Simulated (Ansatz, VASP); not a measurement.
# TiC in two plane-wave programs, part 2 of 2

One calculation is typed for both programs; each brings its own data sets. How far apart do they land? The structure shown is the end of the Ansatz relaxation below.

VASP 6.6.1 and Ansatz 0.2.0.

So far. Step 3 (VASP: single point, PBEsol, pair 1): The run ends at a pressure of 15.11 GPa.

### 6. VASP: single point, PBEsol, pair 2

Level of this step: PBEsol; plane waves and PAW (Ti_sv, C) (VASP).

The same cell, functional, mesh and smearing now go to VASP, with its own data sets.

Input file INCAR:

```
SYSTEM = TiC
PREC = Accurate
ENCUT = 600
EDIFF = 1E-06
NELM = 120
ISMEAR = -1
SIGMA = 0.05
LREAL = .FALSE.
ALGO = Normal
GGA = PS
NBANDS = 22
LASPH = .TRUE.
LORBIT = 11
LWAVE = .FALSE.
LCHARG = .FALSE.
ISIF = 2
GGA_COMPAT = .FALSE.
KPAR = 2
```

Input file POSCAR:

```
TiC
1.0
    2.9747635400      0.0000000000      0.0000000000
    0.0000000000      2.9747635400      0.0000000000
    0.0000000000      0.0000000000      4.3321465993
Ti C
2 2
Direct
    0.0000000000      0.0000000000      0.0000000000
    0.5000000000      0.5000000000      0.5000000000
    0.0000000000      0.0000000000      0.5000000000
    0.5000000000      0.5000000000      0.0000000000
```

Input file KPOINTS:

```
Automatic mesh
0
Gamma
14 14 10
0 0 0
```

The projector-augmented-wave data sets are Ti_sv and C (PBE family, release 64).

On the command line:

```console
$ mpirun -np 2 vasp_std
```

Numbers of over 12 decimals in the logs are rounded to 6 here.

Output:

```text
[banner, memory and clock lines left out]
running    2 mpi-ranks, on    1 nodes
[...]
[... a notice as in an earlier step ...]

 LDA part: xc-table for (Slater+PW92), standard interpolation
 POSCAR, INCAR and KPOINTS ok, starting setup
[...]
entering main loop
       N       E                     dE             d eps       ncg     rms          rms(c)
DAV:   1     0.366599066523E+03    0.36660E+03   -0.17424E+04  9504   0.197E+03
DAV:   2    -0.339976565118E+01   -0.37000E+03   -0.35550E+03  9732   0.529E+02
DAV:   3    -0.479895774298E+02   -0.44590E+02   -0.42930E+02 16656   0.156E+02
DAV:   4    -0.499812164170E+02   -0.19916E+01   -0.19870E+01 11908   0.313E+01
[...]
DAV:  12    -0.395374080212E+02   -0.33054E-04   -0.43805E-04 13472   0.171E-01    0.282E-02
DAV:  13    -0.395374032530E+02    0.47682E-05   -0.36076E-05 12872   0.562E-02    0.573E-03
DAV:  14    -0.395374031192E+02    0.13382E-06   -0.23261E-06 10554   0.155E-02
   1 F= -.39537403E+02 E0= -.39534977E+02  d E =-.485289E-02
```

Parts of OUTCAR (step 6):

```text
  Total        3.4300419      3.4300419      0.0602244      0.0000000      0.0000000      0.0000000
  in kB      143.3514067    143.3514067      2.5169528      0.0000000      0.0000000      0.0000000
  external PRESSURE =      96.4065887 kB  Pullay stress =       0.0000000 kB

 POSITION                                       TOTAL-FORCE (eV/Angst)
 -----------------------------------------------------------------------------------
      0.00000      0.00000      0.00000         0.000000      0.000000      0.000000
      1.48738      1.48738      2.16607        -0.000000     -0.000000      0.000000
      0.00000      0.00000      2.16607         0.000000      0.000000     -0.000000
      1.48738      1.48738      0.00000        -0.000000      0.000000     -0.000000
 -----------------------------------------------------------------------------------
    total drift:                                0.000000      0.000000     -0.000000

  FREE ENERGIE OF THE ION-ELECTRON SYSTEM (eV)
  ---------------------------------------------------
  free  energy   TOTEN  =       -39.5374031192 eV

  energy  without entropy=      -39.5325502248  energy(sigma->0) =      -39.53497667

[... 1 part as in an earlier step ...]

[... 2 further parts left out ...]
[key lines of the parts left out:]
E-fermi :  10.0029
```

The run ends at a pressure of 9.64 GPa.

### 7. Differences

Both answers:

```
      quantity  Ansatz  VASP  difference
pressure (GPa)    9.37  9.64       -0.27
```

### 8. Ansatz: relaxation, PBEsol

This run makes the geometry at which the two programs are then compared. The cell compared in this pair holds 38.94 Å³, against 38.34 Å³ for the pair before.

The structure compared here is the end of the Ansatz relaxation.

Input file input.yaml:

```yaml
crystal:
  lattice:
    - [3.00511827, 0.0, 0.0]
    - [0.0, 3.00511827, 0.0]
    - [0.0, 0.0, 4.318564848]
  atoms:
    - { symbol: Ti, position: [0.0, 0.0, 0.0] }
    - { symbol: Ti, position: [0.5, 0.5, 0.5] }
    - { symbol: C, position: [0.0, 0.0, 0.5] }
    - { symbol: C, position: [0.5, 0.5, 0.0] }
kpoints:
  mp_grid: { grid: [14, 14, 10] }
scf:
  occupations: { method: fermi_dirac, width: 0.05 }
hamiltonian:
  xc: pbesol
  pseudopotentials: { kind: paw, azcp: { folder: soft_1 }, xc_functional: pbe }
basis:
  ecutwfc: 600
output:
  forces: true
  stress: true
relax:
  f_tol: 0.005
  max_steps: 70
  cell: { stress_tol: 0.02, p_target: 0, fix: [a, b, alpha, beta, gamma] }
```

On the command line:

```console
$ ansatz run input.yaml --threads 4 --pin off --max-ram 10240MiB --backend cpu --events-out ev --progress --plain --runs-dir out
```

Output:

```text
[...]
Crystal: 4 atoms, lattice volume = 39.000 Å³
Basis set: ecut = 600 eV, 1297 PW (Γ), exchange–correlation on 50×50×72 points (8 copies of the dense FFT grid, shifted against one another)
Bands: 20, of which v1, the nominal top of the filled ones, is band 16 counted from 1 (15 counted from 0)
Symmetry: 32 space group operations
[...]
k-points: 216 of 1960
[...]
P = ⅓ Tr σ = 4.4325 GPa (44.325 kbar)
--- Relaxed structure (3 steps of the walk, 3 accepted, 1 SCFs on fresh bases) ---
[...]
cell:  # Å, volume = 38.9387 Å³
    - [3.00511827, 0, 0.0]
    - [0, 3.00511827, 0.0]
    - [0.0, 0.0, 4.311800]
  atoms:
    - { symbol: Ti, position: [0, 0, 0.0] }
    - { symbol: Ti, position: [0.500000, 0.500000, 0.5] }
    - { symbol: C, position: [0, 0, 0.5] }
    - { symbol: C, position: [0.500000, 0.500000, 0.0] }
[key lines of the parts left out:]
SCF converged after 7 iterations
Free energy (F): -5444.845703 eV
Fermi energy:    15.261167 eV
```

### 9. VASP: single point, PBEsol, pair 3

The same cell, functional, mesh and smearing now go to VASP, with its own data sets.

INCAR is that of step 6.

Input file POSCAR:

```
TiC
1.0
    3.0051182700      0.0000000000      0.0000000000
    0.0000000000      3.0051182700      0.0000000000
    0.0000000000      0.0000000000      4.3118000745
Ti C
2 2
Direct
    0.0000000000      0.0000000000      0.0000000000
    0.5000000000      0.5000000000      0.5000000000
    0.0000000000      0.0000000000      0.5000000000
    0.5000000000      0.5000000000      0.0000000000
```

KPOINTS is that of step 6.

On the command line:

```console
$ mpirun -np 2 vasp_std
```

Output:

```text
[... set-up lines as in an earlier step ...]
 entering main loop
       N       E                     dE             d eps       ncg     rms          rms(c)
DAV:   1     0.365413494790E+03    0.36541E+03   -0.17490E+04  9512   0.197E+03
DAV:   2    -0.335913064545E+01   -0.36877E+03   -0.35432E+03  9644   0.526E+02
DAV:   3    -0.481478745830E+02   -0.44789E+02   -0.43107E+02 16726   0.155E+02
DAV:   4    -0.501184683358E+02   -0.19706E+01   -0.19655E+01 11882   0.312E+01
[...]
DAV:  12    -0.395892851134E+02   -0.22976E-04   -0.41051E-04 12540   0.175E-01    0.252E-02
DAV:  13    -0.395892820546E+02    0.30588E-05   -0.40211E-05 13640   0.558E-02    0.442E-03
DAV:  14    -0.395892819777E+02    0.76898E-07   -0.44942E-06 11452   0.231E-02
   1 F= -.39589282E+02 E0= -.39586784E+02  d E =-.499634E-02
```

From OUTCAR (step 9):

```text
  Total        1.7009593      1.7009593      0.0816589      0.0000000      0.0000000      0.0000000
  in kB       69.9878656     69.9878656      3.3599472      0.0000000      0.0000000      0.0000000
  external PRESSURE =      47.7785595 kB  Pullay stress =       0.0000000 kB

 POSITION                                       TOTAL-FORCE (eV/Angst)
 -----------------------------------------------------------------------------------
      0.00000      0.00000      0.00000         0.000000     -0.000000      0.000000
      1.50256      1.50256      2.15590        -0.000000      0.000000     -0.000000
      0.00000      0.00000      2.15590         0.000000     -0.000000      0.000000
      1.50256      1.50256      0.00000         0.000000      0.000000      0.000000
 -----------------------------------------------------------------------------------
    total drift:                                0.000000      0.000000     -0.000000

  FREE ENERGIE OF THE ION-ELECTRON SYSTEM (eV)
  ---------------------------------------------------
  free  energy   TOTEN  =       -39.5892819777 eV

  energy  without entropy=      -39.5842856404  energy(sigma->0) =      -39.58678381

[... 1 part as in an earlier step ...]

[... 2 further parts left out ...]
[key lines of the parts left out:]
E-fermi :   9.8169
```

The run ends at a pressure of 4.78 GPa.

### 10. Comparison

Both answers:

| quantity | Ansatz | VASP | difference |
| --- | --- | --- | --- |
| pressure (GPa) | 4.43 | 4.78 | -0.35 |

### 11. What came out

```json
{
  "difference in pressure (single point, PBEsol, pair 1)": "-0.19 GPa",
  "difference in pressure (single point, PBEsol, pair 2)": "-0.27 GPa",
  "difference in pressure (single point, PBEsol, pair 3)": "-0.35 GPa"
}
```

What this shows: The difference in pressure is -0.35 GPa (single point, PBEsol, pair 3), within the 1 GPa picked in this series as the mark of a large difference. 4 further runs of this series are not shown here. Such differences can come from data sets, numerical settings and the points named under the comparisons, not from the functional's error against experiment.

[Lines on the potential files, build, host, timing and source positions are cut from VASP's logs without a mark.]

[Logs are printed without paths, hosts, clocks, repeated set-up lines and the standing remarks that a program may print on its own settings, such as how far it seeks lower states.]

[Hosts, paths, dates, database ids (printed as entryN), source tags and the programs' standing remarks are cut or masked in the printed files.]
